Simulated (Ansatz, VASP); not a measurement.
# Si37O48 (amorphous SiO1.30): VASP beside Ansatz

Aim: how closely do two programs agree when they are given the same cell, functional and k mesh? Of the first pair: The structure shown is the start of the Ansatz relaxation below; VASP solves that cell, so the two are compared at the walk's first step.

Main program and level: Ansatz 0.2.0; plane waves, with VASP 6.6.1 beside it; single point at PBE.

### 1. Starting point

The cell holds 85 atoms: 37 Si and 48 O. Its edges and angles: a = 11.057 Å, b = 11.057 Å, c = 11.057 Å, α = 90.0°, β = 90.0°, γ = 90.0°. 85 atoms (37 Si, 48 O) packed at random and pushed apart as soft spheres at 2.22 g/cm^3; MD (Langevin at fixed volume unless said) with the MACE-MP-0b2 small potential (Batatia et al., arXiv:2401.00096), steps of 1.5 fs: 0.525 ps at 3200 K, 3200 to 1920 K in 0.525 ps, 1920 to 300 K in 1.5 ps; then atoms relaxed.

### 2. Ansatz: relaxation, PBE

Ansatz runs on its default PAW (the set named soft_2) files.

The two programs are compared at the cell with which this relaxation starts, whose forces are those of its first step.

Contents of input.yaml:

```yaml
crystal:
  lattice:
    - [11.05671, 0.0, 0.0]
    - [0.0, 11.05671, 0.0]
    - [0.0, 0.0, 11.05671]
  atoms:
    - { symbol: Si, position: [0.2119, 0.85083, 0.14769] }
    - { symbol: Si, position: [0.39756, 0.86663, 0.49782] }
    - { symbol: Si, position: [0.04396, 0.9891, 0.62211] }
    - { symbol: Si, position: [0.09825, 0.18441, 0.17848] }
    - { symbol: Si, position: [0.95511, 0.46946, 0.28315] }
    - { symbol: Si, position: [0.1583, 0.45224, 0.35343] }
    - { symbol: Si, position: [0.76936, 0.29141, 0.83733] }
    - { symbol: Si, position: [0.53574, 0.67049, 0.9031] }
    - { symbol: Si, position: [0.71291, 0.1862, 0.49766] }
    - { symbol: Si, position: [0.21431, 0.66506, 0.77695] }
    - { symbol: Si, position: [0.89934, 0.46631, 0.00138] }
    - { symbol: Si, position: [0.09288, 0.26771, 0.57638] }
    - { symbol: Si, position: [0.62568, 0.03217, 0.11083] }
    - { symbol: Si, position: [0.6415, 0.03362, 0.84047] }
    - { symbol: Si, position: [0.75974, 0.54877, 0.48347] }
    - { symbol: Si, position: [0.39683, 0.0192, 0.25281] }
    - { symbol: Si, position: [0.78722, 0.97943, 0.322] }
    - { symbol: Si, position: [0.71034, 0.82091, 0.7893] }
    - { symbol: Si, position: [0.33559, 0.68217, 0.10613] }
    - { symbol: Si, position: [0.46474, 0.24868, 0.13853] }
    - { symbol: Si, position: [0.73027, 0.69342, 0.98858] }
    - { symbol: Si, position: [0.41548, 0.47626, 0.2706] }
    - { symbol: Si, position: [0.16041, 0.87905, 0.80055] }
    - { symbol: Si, position: [0.86481, 0.36087, 0.66061] }
    - { symbol: Si, position: [0.38098, 0.04602, 0.73394] }
    - { symbol: Si, position: [0.06852, 0.89214, 0.99442] }
    - { symbol: Si, position: [0.18046, 0.51541, 0.93697] }
    - { symbol: Si, position: [0.04807, 0.87614, 0.38574] }
    - { symbol: Si, position: [0.6534, 0.81275, 0.50414] }
    - { symbol: Si, position: [0.52596, 0.42218, 0.7653] }
    - { symbol: Si, position: [0.30625, 0.23789, 0.72535] }
    - { symbol: Si, position: [0.16393, 0.68701, 0.51819] }
    - { symbol: Si, position: [0.24623, 0.31291, 0.9669] }
    - { symbol: Si, position: [0.98034, 0.08227, 0.0304] }
    - { symbol: Si, position: [0.03503, 0.28117, 0.37066] }
    - { symbol: Si, position: [0.61453, 0.95638, 0.64268] }
    - { symbol: Si, position: [0.58989, 0.43428, 0.48082] }
    - { symbol: O, position: [0.4005, 0.16771, 0.24782] }
    - { symbol: O, position: [0.429, 0.71644, 0.99553] }
    - { symbol: O, position: [0.2365, 0.28841, 0.60331] }
    - { symbol: O, position: [0.19497, 0.57015, 0.43456] }
    - { symbol: O, position: [0.2902, 0.95419, 0.80861] }
    - { symbol: O, position: [0.8963, 0.46144, 0.14922] }
    - { symbol: O, position: [0.23456, 0.58383, 0.05795] }
    - { symbol: O, position: [0.92298, 0.92268, 0.3253] }
    - { symbol: O, position: [0.0534, 0.1358, 0.6374] }
    - { symbol: O, position: [0.73496, 0.69134, 0.51495] }
    - { symbol: O, position: [0.63932, 0.09374, 0.58363] }
    - { symbol: O, position: [0.13905, 0.84112, 0.27638] }
    - { symbol: O, position: [0.69413, 0.88307, 0.37819] }
    - { symbol: O, position: [0.80606, 0.56984, 0.94945] }
    - { symbol: O, position: [0.37639, 0.26279, 0.02205] }
    - { symbol: O, position: [0.27635, 0.42065, 0.27174] }
    - { symbol: O, position: [0.52182, 0.96676, 0.1941] }
    - { symbol: O, position: [0.49727, 0.38324, 0.18826] }
    - { symbol: O, position: [0.63789, 0.97166, 0.97847] }
    - { symbol: O, position: [0.62058, 0.29059, 0.44721] }
    - { symbol: O, position: [0.74305, 0.14461, 0.84527] }
    - { symbol: O, position: [0.03306, 0.50193, 0.95353] }
    - { symbol: O, position: [0.50157, 0.07915, 0.81475] }
    - { symbol: O, position: [0.37706, 0.96585, 0.38909] }
    - { symbol: O, position: [0.44139, 0.95181, 0.61944] }
    - { symbol: O, position: [0.40655, 0.33851, 0.76689] }
    - { symbol: O, position: [0.14857, 0.28265, 0.07777] }
    - { symbol: O, position: [0.13417, 0.63568, 0.65341] }
    - { symbol: O, position: [0.04073, 0.7522, 0.4682] }
    - { symbol: O, position: [0.85082, 0.33483, 0.95448] }
    - { symbol: O, position: [0.63715, 0.35889, 0.83875] }
    - { symbol: O, position: [0.46902, 0.47648, 0.40674] }
    - { symbol: O, position: [0.78002, 0.11118, 0.38822] }
    - { symbol: O, position: [0.55824, 0.76906, 0.79213] }
    - { symbol: O, position: [0.58984, 0.17677, 0.10161] }
    - { symbol: O, position: [0.41355, 0.61156, 0.21286] }
    - { symbol: O, position: [0.2137, 0.23451, 0.84506] }
    - { symbol: O, position: [0.28929, 0.97928, 0.1608] }
    - { symbol: O, position: [0.01302, 0.36666, 0.65327] }
    - { symbol: O, position: [0.50912, 0.77518, 0.47538] }
    - { symbol: O, position: [0.09983, 0.97941, 0.47873] }
    - { symbol: O, position: [0.55945, 0.44987, 0.62549] }
    - { symbol: O, position: [0.75335, 0.00575, 0.18028] }
    - { symbol: O, position: [0.27626, 0.78699, 0.52605] }
    - { symbol: O, position: [0.82541, 0.25141, 0.56611] }
    - { symbol: O, position: [0.49297, 0.54298, 0.84305] }
    - { symbol: O, position: [0.81807, 0.49033, 0.60828] }
    - { symbol: O, position: [0.86409, 0.53869, 0.37499] }
kpoints:
  mp_grid: { grid: [1, 1, 1] }
hamiltonian:
  xc: pbe
scf:
  occupations: { method: fermi_dirac, width: 0.025 }
output:
  forces: true
relax:
  f_tol: 0.04
  max_steps: 250
  cell: {}
```

Launch:

```bash
ansatz run input.yaml --threads 4 --pin off --max-ram 8192MiB --backend cpu --events-out ev --progress --plain --runs-dir out
```

Numbers of over 12 decimals in the logs are rounded to 6 here.

What it wrote:

```text
Engine: ansatz 0.2.0, aarch64-unknown-linux-gnu
Pseudopotentials: kind: paw
Pseudopotential: Si, paw, valence charge 4, recommended cutoff 420 eV (normal), Si.paw.azcp
Pseudopotential: O, paw, valence charge 6, recommended cutoff 420 eV (normal), O.paw.azcp
Functional definition: PBE
  parameter kappa = 0.804
  parameter beta = 0.066725
  exchange = pbe_x(kappa = kappa, mu = beta*pi^2/3)
  correlation = pbe_c(beta = beta)
Crystal: 85 atoms, lattice volume = 1351.692 Å³
Basis set: ecut = 420 eV, 26529 PW (Γ), exchange–correlation on 150×150×150 points (8 copies of the dense FFT grid, shifted against one another)
Bands: 303, of which v1, the nominal top of the filled ones, is band 218 counted from 1 (217 counted from 0)
Symmetry: 1 space group operations
Space group: P1 (ITA 1), of the structure as read, at distance tolerance 1.1e-4 Å
k-points: 1
Non-local potential: Si, projectors of the file, l = 0: 2, l = 1: 2, l = 2: 2
Non-local potential: O, projectors of the file, l = 0: 2, l = 1: 2, l = 2: 1
PAW form: soft (Blöchl's): semilocal exchange-correlation on the pseudo side does not see the compensation charge
PAW one-centre angular grid: Si, 110 points (default); XC on 64 Gauss nodes
PAW one-centre angular grid: O, 110 points (default); XC on 64 Gauss nodes
Initial density: superposition of atomic densities (neutral atoms: chi_scale 0, normalization atom), corrected by the library's trained network
Initial wavefunctions: pseudopotential atomic-orbital guess
Functional: x = pbe(κ = 0.804, μ = 0.219515), c = pbe(β = 0.066725)
SCF iter   1: F=—  HF=-50814.824754 eV  |F-HF|=—  |Δ(HF+E_count)|=         —  Δρ=7.48e-3  dr2=1.84e0  ethr=1.77e-3  ⟨swp⟩=6.0  Hψ=1455  notcnv=0  defer=49
preconditioner: auto → LDOS  [insulator: Δε(μ)=0.201 eV  Ē_g=14.255 eV  σ=0.025 eV  W_gap=0.96  n_scr=250 (ndim 8)  ℏωp=21.0 eV  f_vac=0.141  D(μ)=2.78/eV (n_scr^D=6)  ε∞_Penn≈3.2  β→1.0]
SCF iter   2: F=—  HF=-50815.787280 eV  |F-HF|=—  |Δ(HF+E_count)|=   9.63e-1  Δρ=1.58e-2  dr2=1.41e1  ethr=4.23e-4  ⟨swp⟩=3.0  Hψ=537  notcnv=0  defer=76  recentre
SCF iter   3: F=—  HF=-50814.566567 eV  |F-HF|=—  |Δ(HF+E_count)|=    1.22e0  Δρ=3.84e-3  dr2=5.82e-1  ethr=4.23e-4  ⟨swp⟩=3.0  Hψ=762  notcnv=0  defer=76
SCF iter   4: F=—  HF=-50814.484058 eV  |F-HF|=—  |Δ(HF+E_count)|=   8.25e-2  Δρ=1.77e-3  dr2=1.25e-1  ethr=1.34e-4  ⟨swp⟩=3.0  Hψ=248  notcnv=0  defer=76
SCF iter   5: F=—  HF=-50814.468300 eV  |F-HF|=—  |Δ(HF+E_count)|=   1.58e-2  Δρ=8.20e-4  dr2=2.79e-2  ethr=2.86e-5  ⟨swp⟩=3.0  Hψ=253  notcnv=0  defer=76
SCF iter   6: F=—  HF=-50814.466190 eV  |F-HF|=—  |Δ(HF+E_count)|=   2.11e-3  Δρ=4.06e-4  dr2=5.30e-3  ethr=6.41e-6  ⟨swp⟩=2.0  Hψ=363  notcnv=0  defer=76
SCF iter   7: F=—  HF=-50814.465784 eV  |F-HF|=—  |Δ(HF+E_count)|=   4.06e-4  Δρ=2.09e-4  dr2=1.27e-3  ethr=1.21e-6  ⟨swp⟩=2.0  Hψ=393  notcnv=0  defer=76
SCF iter   8: F=—  HF=-50814.465678 eV  |F-HF|=—  |Δ(HF+E_count)|=   1.05e-4  Δρ=1.34e-4  dr2=4.36e-4  ethr=2.91e-7  ⟨swp⟩=2.0  Hψ=363  notcnv=0  defer=76
SCF iter   9: F=—  HF=-50814.465644 eV  |F-HF|=—  |Δ(HF+E_count)|=   3.42e-5  Δρ=7.34e-5  dr2=1.57e-4  ethr=9.99e-8  ⟨swp⟩=2.0  Hψ=370  notcnv=0  defer=76
SCF iter  10: F=—  HF=-50814.465632 eV  |F-HF|=—  |Δ(HF+E_count)|=   1.20e-5  Δρ=5.05e-5  dr2=5.98e-5  ethr=3.61e-8  ⟨swp⟩=2.0  Hψ=391  notcnv=0  defer=76
SCF iter  11: F=—  HF=-50814.464641 eV  |F-HF|=—  |Δ(HF+E_count)|=   9.91e-4  Δρ=2.30e-5  dr2=1.53e-5  ethr=1.37e-8  ⟨swp⟩=3.0  Hψ=472  notcnv=0  defer=76
SCF iter  12: F=—  HF=-50814.464640 eV  |F-HF|=—  |Δ(HF+E_count)|=   7.67e-7  Δρ=1.25e-5  dr2=4.34e-6  ethr=3.50e-9  ⟨swp⟩=3.0  Hψ=465  notcnv=0  defer=76
SCF iter  13: F=—  HF=-50814.464640 eV  |F-HF|=—  |Δ(HF+E_count)|=   4.65e-8  Δρ=6.59e-6  dr2=1.21e-6  ethr=9.96e-10  ⟨swp⟩=3.0  Hψ=421  notcnv=0  defer=76
SCF iter  14: F=—  HF=-50814.464640 eV  |F-HF|=—  |Δ(HF+E_count)|=   8.48e-8  Δρ=3.70e-6  dr2=2.57e-7  ethr=2.78e-10  ⟨swp⟩=2.0  Hψ=360  notcnv=0  defer=76
SCF iter  15: F=—  HF=-50814.464640 eV  |F-HF|=—  |Δ(HF+E_count)|=   1.46e-8  Δρ=2.15e-6  dr2=1.02e-7  ethr=2.29e-11  ⟨swp⟩=4.0  Hψ=910  notcnv=0
SCF iter  16: F=-50814.464640 eV  HF=-50814.464640 eV  |F-HF|=1.01e-8  |Δ(HF+E_count)|=   5.89e-9  Δρ=9.11e-7  dr2=1.93e-8  ethr=2.29e-11  ⟨swp⟩=4.0  Hψ=895  notcnv=0
SCF 1 converged in 16 iterations: F = -50814.464640 eV  dr2 = 1.93e-8
  greatest PAW one-centre occupation: 0.868 electrons in one spin orbital (limit 2), on the O atom at site 70 (counted from 0), in its partial waves of l = 0
relax step   1: F+E_penalty+E_count = -50814.46464027 eV  Δ(F+E_penalty+E_count) = +0.000e0 eV  max|allowed force component| = 1.941e0 eV/Å  Δτ_max = 0.0000 Å  P = +1.122 GPa  Ω = 1351.692 Å³  (16 SCF iters, dr2 threshold 1.00e-7 eV, accepted)
Crystal: 85 atoms, lattice volume = 1360.594 Å³
[...]
atom  64  O     -0.00114365     0.00618479     0.00348978
  atom  65  O      0.00014613     0.00308393    -0.00441379
  atom  66  O     -0.00577476     0.00068419    -0.00574443
  atom  67  O     -0.00046136    -0.00741009    -0.00485879
  atom  68  O     -0.00330974    -0.00211144    -0.00600700
  atom  69  O     -0.00302211    -0.00379736    -0.00397546
  atom  70  O      0.00020175     0.00890741    -0.00319041
  atom  71  O     -0.00339452    -0.00724029     0.00253198
  atom  72  O      0.00507039     0.00069872    -0.00171498
  atom  73  O      0.01206909    -0.00585070     0.00071031
  atom  74  O     -0.00344951     0.00697166     0.01103100
  atom  75  O      0.00535818     0.00099444    -0.00242292
  atom  76  O      0.00127725     0.00109805    -0.00220899
  atom  77  O      0.00136525    -0.01165730     0.00564910
  atom  78  O      0.00576207     0.00138805    -0.00822333
  atom  79  O      0.00292298     0.02231064     0.00563423
  atom  80  O      0.01818696     0.00375731    -0.00340219
  atom  81  O      0.01012127    -0.00248619     0.00149949
  atom  82  O     -0.00634587    -0.00277454     0.00256074
  atom  83  O     -0.00797322     0.00095471    -0.00435270
  atom  84  O     -0.00241943     0.00062053     0.00167370
  atom  85  O     -0.00297587    -0.00077201    -0.00423663
  max |Σ_I F_I| component: 2.20e-5 eV/Å
--- Stress (GPa, compression-positive) ---
        0.021885      -0.000355       0.005412
       -0.000354       0.007737      -0.002966
        0.005413      -0.002963       0.016087
  P = ⅓ Tr σ = 0.0152 GPa (0.152 kbar)
--- Relaxed structure (23 steps of the walk, 19 accepted, 2 SCFs on fresh bases) ---
  F+E_penalty+E_count = -50820.23052813 eV   max|allowed force component| = 2.231e-2 eV/Å   (the final SCF, on the basis selected at the relaxed cell)
  cell:  # Å, volume = 1329.7187 Å³
    - [10.957451, 0.086154, 0.040908]
    - [0.086154, 10.951022, 0.102981]
    - [0.040908, 0.102981, 11.083225]
  atoms:
    - { symbol: Si, position: [0.203981, 0.872918, 0.154721] }
    - { symbol: Si, position: [0.399277, 0.874472, 0.494186] }
    - { symbol: Si, position: [-0.00957827, 0.969785, 0.655044] }
    - { symbol: Si, position: [0.070759, 0.166658, 0.190157] }
    - { symbol: Si, position: [0.968321, 0.438437, 0.294942] }
    - { symbol: Si, position: [0.176590, 0.445767, 0.340009] }
    - { symbol: Si, position: [0.747298, 0.321315, 0.828534] }
    - { symbol: Si, position: [0.518139, 0.671547, 0.893137] }
    - { symbol: Si, position: [0.727678, 0.190729, 0.489330] }
    - { symbol: Si, position: [0.173539, 0.673572, 0.796649] }
    - { symbol: Si, position: [0.883492, 0.456124, 0.030529] }
    - { symbol: Si, position: [0.072876, 0.237194, 0.597456] }
    - { symbol: Si, position: [0.642227, 0.038488, 0.090873] }
    - { symbol: Si, position: [0.655291, 0.040147, 0.817711] }
    - { symbol: Si, position: [0.771980, 0.551558, 0.475205] }
    - { symbol: Si, position: [0.413390, 0.019701, 0.236219] }
    - { symbol: Si, position: [0.791556, 0.989801, 0.315285] }
    - { symbol: Si, position: [0.727965, 0.754374, 0.794325] }
    - { symbol: Si, position: [0.324323, 0.697560, 0.097390] }
    - { symbol: Si, position: [0.480853, 0.256810, 0.131851] }
    - { symbol: Si, position: [0.708272, 0.683599, 0.990623] }
    - { symbol: Si, position: [0.434910, 0.488767, 0.250872] }
    - { symbol: Si, position: [0.130393, 0.890444, 0.821120] }
    - { symbol: Si, position: [0.861183, 0.376137, 0.655941] }
[...]
- { symbol: Si, position: [0.502170, 0.439336, 0.751376] }
    - { symbol: Si, position: [0.299192, 0.227953, 0.744615] }
    - { symbol: Si, position: [0.185266, 0.669595, 0.511279] }
    - { symbol: Si, position: [0.236840, 0.310323, 0.990120] }
    - { symbol: Si, position: [0.954271, 0.075547, 0.037345] }
    - { symbol: Si, position: [0.069752, 0.266486, 0.385574] }
    - { symbol: Si, position: [0.761595, 0.941946, 0.658925] }
    - { symbol: Si, position: [0.595230, 0.434470, 0.474342] }
    - { symbol: O, position: [0.425856, 0.169057, 0.241789] }
    - { symbol: O, position: [0.394579, 0.725665, 0.967879] }
    - { symbol: O, position: [0.218914, 0.250730, 0.621968] }
    - { symbol: O, position: [0.216866, 0.541420, 0.446362] }
    - { symbol: O, position: [0.270667, 0.948850, 0.810456] }
    - { symbol: O, position: [0.916535, 0.396738, 0.162921] }
    - { symbol: O, position: [0.211767, 0.601927, 0.068918] }
    - { symbol: O, position: [0.915585, 0.907458, 0.334031] }
    - { symbol: O, position: [0.015188, 0.118004, 0.669071] }
    - { symbol: O, position: [0.742736, 0.697514, 0.475102] }
    - { symbol: O, position: [0.694222, 0.081635, 0.582346] }
    - { symbol: O, position: [0.146315, 0.872842, 0.294572] }
    - { symbol: O, position: [0.681412, 0.910804, 0.372803] }
    - { symbol: O, position: [0.786149, 0.565299, 1.050569] }
    - { symbol: O, position: [0.379726, 0.280958, 0.025448] }
    - { symbol: O, position: [0.298698, 0.429706, 0.254635] }
    - { symbol: O, position: [0.531585, 0.966704, 0.160486] }
    - { symbol: O, position: [0.520485, 0.391682, 0.175957] }
    - { symbol: O, position: [0.672627, 0.988458, 0.958062] }
    - { symbol: O, position: [0.614650, 0.285480, 0.449263] }
    - { symbol: O, position: [0.711335, 0.178698, 0.822351] }
    - { symbol: O, position: [0.010126, 0.505922, 0.967560] }
    - { symbol: O, position: [0.506570, 0.038242, 0.797261] }
    - { symbol: O, position: [0.400213, 0.951902, 0.366649] }
[...]
- { symbol: O, position: [0.056596, 0.946402, 0.519566] }
    - { symbol: O, position: [0.542413, 0.455044, 0.611057] }
    - { symbol: O, position: [0.768754, 0.014236, 0.169791] }
    - { symbol: O, position: [0.292434, 0.770572, 0.496993] }
    - { symbol: O, position: [0.826919, 0.283604, 0.545788] }
    - { symbol: O, position: [0.448942, 0.566125, 0.808906] }
    - { symbol: O, position: [0.837095, 0.517094, 0.606400] }
    - { symbol: O, position: [0.866407, 0.524484, 0.362561] }
```

Reading the cycles: dr2 is the Hartree energy of the density residual (eV), the measure of convergence; HF is the Harris–Foulkes estimate of the energy, which meets the free energy F at convergence.

(Continued in part 2 of 3.)

[Lines on the potential files, build, host, timing and source positions are cut from VASP's logs without a mark.]

[Logs are printed without paths, hosts, clocks, repeated set-up lines and the standing remarks that a program may print on its own settings, such as how far it seeks lower states.]

[Hosts, paths, dates, database ids (printed as entryN), source tags and the programs' standing remarks are cut or masked in the printed files.]
